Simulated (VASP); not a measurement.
# CuI (Marshite): structure and properties in VASP, part 2 of 6

How well does r2SCAN reproduce what experiment finds for CuI (Marshite)? The cell is relaxed first, and properties follow on it. The start is a cell from a database of measured crystal structures.

VASP 6.6.1, plane waves and PAW; the level of theory is named at each step.

So far. Step 2 (Relaxing cell and atoms (r2SCAN)): It ends with forces that vanish by symmetry and a pressure of -0.01 GPa. The volume lies -2.5 % from that of the database's start, which holds the thermal and zero-point expansion of its experiment. The relaxed cell has a = 6.013 Å (conventional setting).

The database entry behind the starting cell differs from later determinations by our own check (about 0.15 % long (mineral sample)), so it need not match the best structure at ambient conditions.

### Step 3. Second relaxation

Level of this step: r2SCAN; plane waves and PAW (Cu, I) (VASP).

A relaxation keeps the plane waves of the cell it began with, so it is repeated from the new cell, on a basis made for it.

INCAR reads:

```
SYSTEM = CuI
PREC = Accurate
ENCUT = 400
EDIFF = 1E-06
NELM = 100
ISMEAR = 0
SIGMA = 0.05
LREAL = .FALSE.
ALGO = Normal
METAGGA = R2SCAN
LASPH = .TRUE.
NBANDS = 15
LORBIT = 11
LWAVE = .FALSE.
LCHARG = .FALSE.
KPAR = 2
IBRION = 2
NSW = 60
ISIF = 3
EDIFFG = -0.01
```

POSCAR reads:

```
CuI
1.0
    0.0000000000      3.0064812349      3.0064812349
    3.0064812349      0.0000000000      3.0064812349
    3.0064812349      3.0064812349      0.0000000000
Cu I
1 1
Direct
    0.2500000000      0.2500000000      0.2500000000
    0.0000000000      0.0000000000      0.0000000000
```

KPOINTS reads:

```
Automatic mesh
0
Gamma
6 6 6
0 0 0
```

The projector-augmented-wave data sets are Cu and I (PBE family, release 64).

The run is started by

```console
$ mpirun -np 2 vasp_std
```

The log of the run:

```text
[banner, memory and clock lines left out]
running    2 mpi-ranks, on    1 nodes
 distrk:  each k-point on    1 cores,    2 groups
 distr:  one band on    1 cores,    1 groups

 POSCAR found type information on POSCAR CuI
 POSCAR found :  2 types and       2 ions
 [... a notice as in an earlier step ...]

 LDA part: xc-table for (None), standard interpolation
 POSCAR, INCAR and KPOINTS ok, starting setup
 FFT: planning ... GRIDC
 FFT: planning ... GRID_SOFT
 FFT: planning ... GRID
 WAVECAR not read
 entering main loop
       N       E                     dE             d eps       ncg     rms          rms(c)
DAV:   1     0.535396009326E+02    0.53540E+02   -0.65161E+03   480   0.105E+03
DAV:   2    -0.337566264702E+02   -0.87296E+02   -0.79889E+02   515   0.217E+02
DAV:   3    -0.389542247310E+02   -0.51976E+01   -0.51298E+01   634   0.588E+01
DAV:   4    -0.390807501729E+02   -0.12653E+00   -0.12649E+00   571   0.910E+00
DAV:   5    -0.390877233956E+02   -0.69732E-02   -0.69731E-02   727   0.229E+00    0.593E+00
DAV:   6    -0.361421699808E+02    0.29456E+01   -0.67578E+00   501   0.670E+01    0.468E+00
DAV:   7    -0.357862366892E+02    0.35593E+00   -0.10944E+00   606   0.374E+01    0.241E+00
DAV:   8    -0.358325645312E+02   -0.46328E-01   -0.51032E-01   607   0.205E+01    0.147E+00
DAV:   9    -0.357881694565E+02    0.44395E-01   -0.18431E-01   536   0.127E+01    0.947E-02
DAV:  10    -0.357895724094E+02   -0.14030E-02   -0.61942E-03   585   0.610E-01    0.105E-01
DAV:  11    -0.357897292235E+02   -0.15681E-03   -0.11291E-03   642   0.920E-01    0.996E-02
DAV:  12    -0.357895998889E+02    0.12933E-03   -0.35711E-04   641   0.576E-01    0.272E-02
DAV:  13    -0.357895931428E+02    0.67461E-05   -0.60378E-05   743   0.193E-01    0.762E-03
DAV:  14    -0.357895942481E+02   -0.11054E-05   -0.59260E-06   712   0.213E-02    0.672E-03
DAV:  15    -0.357895949067E+02   -0.65852E-06   -0.25726E-06   494   0.506E-02
   1 F= -.35789595E+02 E0= -.35789595E+02  d E =-.357896E+02
 curvature:   0.00 expect dE= 0.000E+00 dE for cont linesearch  0.000E+00
 trial: gam= 0.00000 g(F)=  0.125E-43 g(S)=  0.862E-04 ort = 0.000E+00 (trialstep = 0.100E+01)
 search vector abs. value=  0.862E-04
 bond charge predicted
       N       E                     dE             d eps       ncg     rms          rms(c)
DAV:   1    -0.357912190807E+02   -0.16248E-02   -0.25370E-02   480   0.366E+00    0.321E-01
DAV:   2    -0.357900930631E+02    0.11260E-02   -0.13379E-02   480   0.354E+00    0.120E-01
DAV:   3    -0.357895960574E+02    0.49701E-03   -0.24500E-03   480   0.162E+00    0.562E-02
DAV:   4    -0.357895573710E+02    0.38686E-04   -0.17463E-04   593   0.139E-01    0.167E-02
DAV:   5    -0.357895595020E+02   -0.21310E-05   -0.86894E-06   720   0.461E-02    0.109E-02
DAV:   6    -0.357895630735E+02   -0.35715E-05   -0.13538E-06   485   0.191E-02    0.222E-03
DAV:   7    -0.357895634768E+02   -0.40330E-06   -0.51849E-07   261   0.121E-02
   2 F= -.35789563E+02 E0= -.35789563E+02  d E =0.314299E-04
[...]
3 F= -.35789586E+02 E0= -.35789586E+02  d E =0.866011E-05
 curvature:  -0.31 expect dE=-0.923E-05 dE for cont linesearch -0.923E-05
 ZBRENT: interpolating
 opt :   0.3910  next Energy=   -35.789592 (dE= 0.285E-05)
 bond charge predicted
       N       E                     dE             d eps       ncg     rms          rms(c)
DAV:   1    -0.357896780517E+02   -0.91832E-04   -0.13330E-03   480   0.844E-01    0.729E-02
DAV:   2    -0.357896325547E+02    0.45497E-04   -0.68149E-04   480   0.806E-01    0.267E-02
DAV:   3    -0.357896010285E+02    0.31526E-04   -0.12376E-04   480   0.361E-01    0.130E-02
DAV:   4    -0.357895959873E+02    0.50412E-05   -0.94187E-06   648   0.354E-02    0.384E-03
DAV:   5    -0.357895950737E+02    0.91356E-06   -0.29643E-07   261   0.852E-03
   4 F= -.35789595E+02 E0= -.35789595E+02  d E =-.167068E-06
 curvature:  -0.20 expect dE=-0.243E-06 dE for cont linesearch -0.243E-06
 trial: gam= 0.00000 g(F)=  0.766E-44 g(S)=  0.124E-05 ort =-0.104E-04 (trialstep = 0.878E+00)
 search vector abs. value=  0.124E-05
 reached required accuracy - stopping structural energy minimisation
```

The job ended after 1.9 min (2 MPI ranks of AMD EPYC 7R43, shared host; peak memory 0.27 GiB; 3.7 min of CPU time).

Parts of OUTCAR (step 3):

```text
  LATTYP: Found a face centered cubic cell.
 ALAT       =     6.0129624698

The static configuration has the point symmetry T_d .

 Found     16 irreducible k-points:

   ENCUT  =  400.0 eV  29.40 Ry    5.42 a.u.   6.93  6.93  6.93*2*pi/ulx,y,z

   NELECT =      18.0000    total number of electrons

 E-fermi :   4.7649

 k-point     1 :       0.0000    0.0000    0.0000
  band No.  band energies     occupation
    ...
      5       2.6010      2.00000
      6       2.6010      2.00000
      7       4.5438      2.00000
      8       4.5438      2.00000
      9       4.5438      2.00000
     10       6.2319      0.00000
     11       9.7540      0.00000
     12       9.7542      0.00000
     13       9.7542      0.00000
     14      13.2369      0.00000
    ...

 k-point     2 :       0.1667    0.0000    0.0000
  band No.  band energies     occupation
    ...
      5       2.5912      2.00000
      6       2.5912      2.00000
      7       3.6684      2.00000
      8       4.3380      2.00000
      9       4.3381      2.00000
     10       7.1199      0.00000
     11       9.7827      0.00000
     12      10.1215      0.00000
     13      10.1217      0.00000
     14      13.6972      0.00000
    ...

  Total        0.0041464      0.0041464      0.0041464     -0.0000000      0.0000000     -0.0000000
  in kB        0.1223498      0.1223498      0.1223498     -0.0000000      0.0000000     -0.0000000
  external PRESSURE =       0.1223498 kB  Pullay stress =       0.0000000 kB

  energy-cutoff  :      400.00
  volume of cell :       54.30
      direct lattice vectors                 reciprocal lattice vectors
     0.000000000  3.005502364  3.005502364    -0.166361539  0.166361539  0.166361539
     3.005502364  0.000000000  3.005502364     0.166361539 -0.166361539  0.166361539
     3.005502364  3.005502364 -0.000000000     0.166361539  0.166361539 -0.166361539

 POSITION                                       TOTAL-FORCE (eV/Angst)
 -----------------------------------------------------------------------------------
      1.50275      1.50275      1.50275        -0.000000     -0.000000     -0.000000
      0.00000      0.00000      0.00000         0.000000      0.000000      0.000000
 -----------------------------------------------------------------------------------
    total drift:                               -0.000001     -0.000001     -0.000001

  FREE ENERGIE OF THE ION-ELECTRON SYSTEM (eV)
  ---------------------------------------------------
  free  energy   TOTEN  =       -35.7895950737 eV

  energy  without entropy=      -35.7895950737  energy(sigma->0) =      -35.78959507

 total charge
# of ion       s       p       d       tot
------------------------------------------
    1        0.327   0.283   9.360   9.970
    2        1.491   2.819   0.057   4.367
--------------------------------------------------
tot          1.817   3.102   9.417  14.336

[... 5 parts as in an earlier step ...]

[... 6 further parts left out ...]
```

CONTCAR:

```
CuI
   1.00000000000000
     0.0000000000000000    3.0055023643485397    3.0055023643485397
     3.0055023643485397    0.0000000000000000    3.0055023643485397
     3.0055023643485397    3.0055023643485397   -0.0000000000000000
  Cu              I
     1     1
Direct
     0.2500000000000000    0.2500000000000000    0.2500000000000000
     0.0000000000000000    0.0000000000000000    0.0000000000000000
```

Little changed from the start: no atom moved by 0.005 Å and no cell edge by 0.1 %.

This step gave:

- Fermi energy: 4.765 eV
- pressure: 0.01223 GPa
- SCF cycles over all ionic steps: 34
- gap on the k-mesh: 1.688 eV
- least direct gap on the k-mesh: 1.688 eV

It ends with forces that vanish by symmetry and a pressure of 0.01 GPa. The volume moved by only 0.10 %, so the volume is settled.

### Step 4. Density, ELF and potential (r2SCAN)

The relaxed cell gets a fresh self-consistent run, on a basis set for its own volume, to fix the density and to check the remaining stress.

INCAR, as its differences from that of step 3:

```diff
@@ -14,7 +14,5 @@
 LWAVE = .FALSE.
-LCHARG = .FALSE.
-KPAR = 2
-IBRION = 2
-NSW = 60
-ISIF = 3
-EDIFFG = -0.01
+LCHARG = .TRUE.
+ISIF = 2
+LELF = .TRUE.
+LVHAR = .TRUE.
```

POSCAR reads:

```
CuI
1.0
    0.0000000000      3.0055023643      3.0055023643
    3.0055023643      0.0000000000      3.0055023643
    3.0055023643      3.0055023643      0.0000000000
Cu I
1 1
Direct
    0.2500000000      0.2500000000      0.2500000000
    0.0000000000      0.0000000000      0.0000000000
```

KPOINTS is that of step 3.

The run is started by

```console
$ mpirun -np 2 vasp_std
```

The log of the run:

```text
[banner, memory and clock lines left out]
running    2 mpi-ranks, on    1 nodes
 distrk:  each k-point on    2 cores,    1 groups
 distr:  one band on    1 cores,    2 groups

 POSCAR found type information on POSCAR CuI
 POSCAR found :  2 types and       2 ions
 [... a notice as in an earlier step ...]

 LDA part: xc-table for (None), standard interpolation
|                                                                             |
|           W    W    AA    RRRRR   N    N  II  N    N   GGGG   !!!           |
|           W    W   A  A   R    R  NN   N  II  NN   N  G    G  !!!           |
|           W    W  A    A  R    R  N N  N  II  N N  N  G       !!!           |
|           W WW W  AAAAAA  RRRRR   N  N N  II  N  N N  G  GGG   !            |
|           WW  WW  A    A  R   R   N   NN  II  N   NN  G    G                |
|           W    W  A    A  R    R  N    N  II  N    N   GGGG   !!!           |
|                                                                             |
|     The number of bands has been changed from the values supplied in        |
|     The orbitals not found in the WAVECAR file will be initialized with     |
|     random numbers, which is usually adequate. For correlated               |
|     calculations, however, you should redo the groundstate calculation.     |
|     I found NBANDS = 15. Now, NBANDS = 16.                                  |
|                                                                             |

 POSCAR, INCAR and KPOINTS ok, starting setup
 FFT: planning ... GRIDC
 FFT: planning ... GRID_SOFT
 FFT: planning ... GRID
 WAVECAR not read
 entering main loop
       N       E                     dE             d eps       ncg     rms          rms(c)
DAV:   1     0.548263049023E+02    0.54826E+02   -0.66023E+03   512   0.101E+03
DAV:   2    -0.339365587198E+02   -0.88763E+02   -0.80296E+02   536   0.210E+02
DAV:   3    -0.389563500681E+02   -0.50198E+01   -0.49533E+01   656   0.560E+01
DAV:   4    -0.390812662814E+02   -0.12492E+00   -0.12488E+00   632   0.843E+00
DAV:   5    -0.390877681015E+02   -0.65018E-02   -0.65017E-02   792   0.216E+00    0.591E+00
DAV:   6    -0.361431140960E+02    0.29447E+01   -0.64373E+00   544   0.629E+01    0.469E+00
DAV:   7    -0.357864727059E+02    0.35664E+00   -0.10479E+00   664   0.352E+01    0.241E+00
DAV:   8    -0.358301333170E+02   -0.43661E-01   -0.46338E-01   616   0.189E+01    0.144E+00
DAV:   9    -0.357881112990E+02    0.42022E-01   -0.17312E-01   520   0.119E+01    0.913E-02
DAV:  10    -0.357894892005E+02   -0.13779E-02   -0.60243E-03   656   0.572E-01    0.995E-02
DAV:  11    -0.357896407074E+02   -0.15151E-03   -0.55810E-04   664   0.596E-01    0.967E-02
DAV:  12    -0.357895101964E+02    0.13051E-03   -0.29861E-04   672   0.531E-01    0.275E-02
DAV:  13    -0.357895057065E+02    0.44900E-05   -0.70730E-05   744   0.203E-01    0.430E-03
DAV:  14    -0.357895077234E+02   -0.20169E-05   -0.57481E-06   584   0.157E-02    0.504E-03
DAV:  15    -0.357895089957E+02   -0.12723E-05   -0.20853E-06   464   0.402E-02    0.474E-03
DAV:  16    -0.357895085364E+02    0.45926E-06   -0.72470E-07   288   0.289E-02
   1 F= -.35789509E+02 E0= -.35789509E+02  d E =-.286982E-16
```

Wall time 54 s (2 MPI ranks); peak memory 0.22 GiB.

OUTCAR, selected parts (step 4):

```text
  LATTYP: Found a face centered cubic cell.
 ALAT       =     6.0110047286

The static configuration has the point symmetry T_d .

 Found     16 irreducible k-points:

   k-points           NKPTS =     16   k-points in BZ     NKDIM =     16   number of bands    NBANDS=     16

   NELECT =      18.0000    total number of electrons

 E-fermi :   4.8191

 k-point     1 :       0.0000    0.0000    0.0000
  band No.  band energies     occupation
    ...
      5       2.6014      2.00000
      6       2.6014      2.00000
      7       4.5441      2.00000
      8       4.5441      2.00000
      9       4.5441      2.00000
     10       6.2319      0.00000
     11       9.7539      0.00000
     12       9.7541      0.00000
     13       9.7541      0.00000
     14      13.2368      0.00000
    ...

 k-point     2 :       0.1667    0.0000    0.0000
  band No.  band energies     occupation
    ...
      5       2.5916      2.00000
      6       2.5916      2.00000
      7       3.6687      2.00000
      8       4.3383      2.00000
      9       4.3384      2.00000
     10       7.1198      0.00000
     11       9.7826      0.00000
     12      10.1214      0.00000
     13      10.1216      0.00000
     14      13.6972      0.00000
    ...

  Total       -0.0001713     -0.0001713     -0.0001713     -0.0000000     -0.0000000      0.0000000
  in kB       -0.0050548     -0.0050548     -0.0050548     -0.0000000     -0.0000000      0.0000000
  external PRESSURE =      -0.0050548 kB  Pullay stress =       0.0000000 kB

  energy-cutoff  :      400.00
  volume of cell :       54.30
      direct lattice vectors                 reciprocal lattice vectors
     0.000000000  3.005502364  3.005502364    -0.166361539  0.166361539  0.166361539
     3.005502364  0.000000000  3.005502364     0.166361539 -0.166361539  0.166361539
     3.005502364  3.005502364  0.000000000     0.166361539  0.166361539 -0.166361539

 POSITION                                       TOTAL-FORCE (eV/Angst)
 -----------------------------------------------------------------------------------
      1.50275      1.50275      1.50275         0.000000      0.000000      0.000000
      0.00000      0.00000      0.00000        -0.000000     -0.000000     -0.000000
 -----------------------------------------------------------------------------------
    total drift:                               -0.000001     -0.000001     -0.000001

  FREE ENERGIE OF THE ION-ELECTRON SYSTEM (eV)
  ---------------------------------------------------
  free  energy   TOTEN  =       -35.7895085364 eV

  energy  without entropy=      -35.7895085364  energy(sigma->0) =      -35.78950854

[... 6 parts as in an earlier step ...]

[... 5 further parts left out ...]
```

Numbers from this step:

| Quantity | Value |
| --- | --- |
| SCF cycles | 16 |
| bands | 16 |
| Fermi energy | 4.819 eV |
| pressure | -5.05e-4 GPa |

Valence electrons inside each PAW sphere by angular momentum. Sphere charges, by row:

```csv
atom,s (e),p (e),d (e),tot (e)
Cu1,0.327,0.283,9.36,9.97
I2,1.491,2.819,0.057,4.367
```

ELF in the ac plane of a cell with a along [110], b along [-110] and c along [001] of the cube at fractional y = 0.000, with atoms of Cu and I within 0.2 Å of it. It is the smooth field of the valence electrons, not physical close to the nuclei.

Values, 9 rows by 16 columns, each cell a mean:
```
0.72 0.85 0.59 0.19 0.16 0.43 0.83 0.77 0.72 0.85 0.59 0.19 0.16 0.43 0.83 0.77
0.80 0.63 0.22 0.08 0.05 0.16 0.50 0.79 0.80 0.63 0.22 0.08 0.05 0.16 0.50 0.79
0.32 0.20 0.17 0.05 0.03 0.15 0.18 0.29 0.32 0.20 0.17 0.05 0.03 0.15 0.18 0.29
0.03 0.08 0.15 0.16 0.15 0.16 0.11 0.04 0.03 0.08 0.15 0.16 0.15 0.16 0.11 0.04
0.01 0.03 0.06 0.10 0.10 0.08 0.04 0.01 0.01 0.03 0.06 0.10 0.10 0.08 0.04 0.01
0.05 0.03 0.02 0.03 0.03 0.02 0.02 0.04 0.05 0.03 0.02 0.03 0.03 0.02 0.02 0.04
0.47 0.32 0.10 0.01 0.01 0.06 0.24 0.44 0.47 0.32 0.10 0.01 0.01 0.06 0.24 0.44
0.83 0.78 0.51 0.10 0.04 0.37 0.73 0.83 0.83 0.78 0.51 0.10 0.04 0.37 0.73 0.83
0.64 0.83 0.73 0.24 0.14 0.60 0.84 0.71 0.64 0.83 0.73 0.24 0.14 0.60 0.84 0.71
```
Columns run along a (8.5 Å), rows up along c (6.0 Å), edges of the conventional cell, whose origin can differ from the input's. Atoms in or near the plane, at fractional coordinates: Cu at (0.75, 0.75), Cu at (0.25, 0.75), I at (0.50, 0.00), I at (0.00, 0.00).

Electrostatic potential energy in the ac plane of a cell with a along [110], b along [-110] and c along [001] of the cube at fractional y = 0.000, with atoms of Cu and I within 0.2 Å of it. With pseudopotentials it is smooth inside the atoms' cores, unlike the true potential.

Values in eV, 9 rows by 16 columns, each cell a mean:
```
-81 -42  -4  -3  -4  -2 -25 -75 -81 -42  -4  -3  -4  -2 -25 -75
-15  -4  -9 -33 -37 -16  -3 -11 -15  -4  -9 -33 -37 -16  -3 -11
  3   2 -11 -38 -43 -20   1   3   3   2 -11 -38 -43 -20   1   3
  4   3   1  -8 -10  -1   3   4   4   3   1  -8 -10  -1   3   4
  4   4   3   3   3   3   4   4   4   4   3   3   3   3   4   4
  4   4   4   4   4   4   4   4   4   4   4   4   4   4   4   4
  2   3   4   4   4   4   3   2   2   3   4   4   4   4   3   2
-30 -10   1   3   4   2  -4 -25 -30 -10   1   3   4   2  -4 -25
-87 -52  -4   3   3   0 -31 -83 -87 -52  -4   3   3   0 -31 -83
```
Columns run along a (8.5 Å; values clipped at the 3rd and 97th percentile), rows up along c (6.0 Å), edges of the conventional cell, whose origin can differ from the input's. Atoms in or near the plane, at fractional coordinates: Cu at (0.75, 0.75), Cu at (0.25, 0.75), I at (0.50, 0.00), I at (0.00, 0.00).

Valence density in the ac plane of a cell with a along [110], b along [-110] and c along [001] of the cube at fractional y = 0.000, with atoms of Cu and I within 0.2 Å of it. It is the smooth field of the valence electrons, not physical close to the nuclei.

Values in units of 1e0 e/Å³, 9 rows by 16 columns, each cell a mean:
```
0.3 0.7 0.4 0.3 0.3 0.3 0.6 0.4 0.3 0.7 0.4 0.3 0.3 0.3 0.6 0.4
0.5 0.4 0.5 4.7 6.6 1.1 0.4 0.5 0.5 0.4 0.5 4.7 6.6 1.1 0.4 0.5
0.1 0.1 0.6 6.9 9.8 1.5 0.2 0.1 0.1 0.1 0.6 6.9 9.8 1.5 0.2 0.1
0.0 0.0 0.1 0.5 0.6 0.2 0.1 0.0 0.0 0.0 0.1 0.5 0.6 0.2 0.1 0.0
0.0 0.0 0.0 0.1 0.1 0.0 0.0 0.0 0.0 0.0 0.0 0.1 0.1 0.0 0.0 0.0
0.0 0.0 0.0 0.0 0.0 0.0 0.0 0.0 0.0 0.0 0.0 0.0 0.0 0.0 0.0 0.0
0.1 0.1 0.0 0.0 0.0 0.0 0.1 0.1 0.1 0.1 0.0 0.0 0.0 0.0 0.1 0.1
0.6 0.4 0.1 0.0 0.0 0.1 0.3 0.5 0.6 0.4 0.1 0.0 0.0 0.1 0.3 0.5
0.0 0.6 0.3 0.1 0.1 0.2 0.6 0.2 0.0 0.6 0.3 0.1 0.1 0.2 0.6 0.2
```
Columns run along a (8.5 Å), rows up along c (6.0 Å), edges of the conventional cell, whose origin can differ from the input's. Atoms in or near the plane, at fractional coordinates: Cu at (0.75, 0.75), Cu at (0.25, 0.75), I at (0.50, 0.00), I at (0.00, 0.00).

In this run the pressure is 0.00 GPa, small enough to go on.

[end of part 2 of 6]

[Lines on the potential files, build, host, timing and source positions are cut from VASP's logs without a mark.]

[Logs are printed without paths, hosts, clocks, repeated set-up lines and the standing remarks that a program may print on its own settings, such as how far it seeks lower states.]

[Hosts, paths, dates, database ids (printed as entryN), source tags and the programs' standing remarks are cut or masked in the printed files.]

[A measured line is paired with the nearest computed mode of its activity, which favours agreement.]
